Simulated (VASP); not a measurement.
Energy against volume of Si (diamond). Level of theory: RPBE GGA, VASP's PBE PAW potentials (set 64) (plane waves; VASP 6.6.1). Numerical set-up: 520 eV cut-off, 8×8×8 Γ-centred mesh, Gaussian smearing of 0.050 eV, potentials Si.

| V (Å³/atom) | E (eV/atom) |
|---|---|
| 20.144 | -5.15571 |
| 20.767 | -5.16104 |
| 21.390 | -5.15638 |
| 22.012 | -5.14321 |

Fit these four points and predict the energy of the run at 19.521 Å³/atom.

A cubic in V^(−2/3), the third-order Birch-Murnaghan form, passes through the four points with V0 = 20.77 Å³/atom and B0 = 85 GPa, and gives -5.1387 eV/atom there. The run gave -5.1386 eV/atom, +0.0 meV/atom from the fit; all five points give B0 = 85 GPa.

The compound is Si in the diamond structure. It was relaxed first.
